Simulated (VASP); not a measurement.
A convergence study with VASP on Mg3Sb2 (a-la2o3): one setting is varied, all else stays as given below, so the limit is that of these other settings.

```
Mg3Sb2
1.0
    2.28000    -3.94908     0.00000
    2.28000     3.94908     0.00000
    0.00000     0.00000     7.23000
Mg Sb
3 2
Direct
  0.00000   0.00000   0.00000
  0.33333   0.66667   0.63400
  0.66667   0.33333   0.36600
  0.33333   0.66667   0.22800
  0.66667   0.33333   0.77200
```

All values below come from PBE GGA, VASP's PBE PAW potentials (set 64) (plane waves; VASP). The tightest run used: 550 eV cut-off, 10×10×7 Monkhorst-Pack mesh, Gaussian smearing of 0.050 eV, potentials Mg Sb.

```json
[
 {"setting": "1×1×1 mesh", "E (eV/atom)": "-0.2171", "pressure (GPa)": "12.82", "largest force (eV/Å)": "0.919", "irreducible k-points": "1"},
 {"setting": "2×2×1 mesh", "E (eV/atom)": "-3.0465", "pressure (GPa)": "0.75", "largest force (eV/Å)": "0.278", "irreducible k-points": "2"},
 {"setting": "3×3×2 mesh", "E (eV/atom)": "-2.8378", "pressure (GPa)": "1.42", "largest force (eV/Å)": "0.117", "irreducible k-points": "4"}
]
```

Problem. These are the cheaper rows. Estimate the results at 10×10×7 mesh, and how far the last row shown lies from them.

Solution. 
```tsv
quantity	tightest run	last row shown is off by
E (eV/atom)	-2.9269	0.0892
pressure (GPa)	1.15	0.27
largest force (eV/Å)	0.155	-0.038
```

Left out are rungs that failed or repeat a setting and relaxations that didn't move; long series are thinned to 24 rows.

The compound is Mg3Sb2 in the a-la2o3 structure. The cell was not relaxed at this level, forces remain on its atoms.
